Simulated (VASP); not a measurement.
Input:

```
CELL_PARAMETERS angstrom
      0.00000     2.43699     2.43699
      2.43699     0.00000     2.43699
      2.43699     2.43699     0.00000
ATOMIC_POSITIONS crystal
  Be 0.00000 0.00000 0.00000
  S  0.25000 0.25000 0.25000
```

Calculation: r2SCAN meta-GGA, VASP's PBE PAW potentials (set 64) (plane waves; VASP). Numerical set-up: 400 eV cut-off, 12×12×12 Γ-centred mesh, Gaussian smearing of 0.010 eV, potentials Be S.

### Question
Estimate the energy per atom (σ→0), band gap (on the k-mesh) with the smallest direct gap where there is one.

### Answer

```yaml
band gap (on the k-mesh): 3.61 eV
smallest direct gap (on the k-mesh): 6.27 eV
energy per atom (σ→0): -7.393 eV/atom
```

The compound is BeS in the zinc blende structure. It was relaxed first.
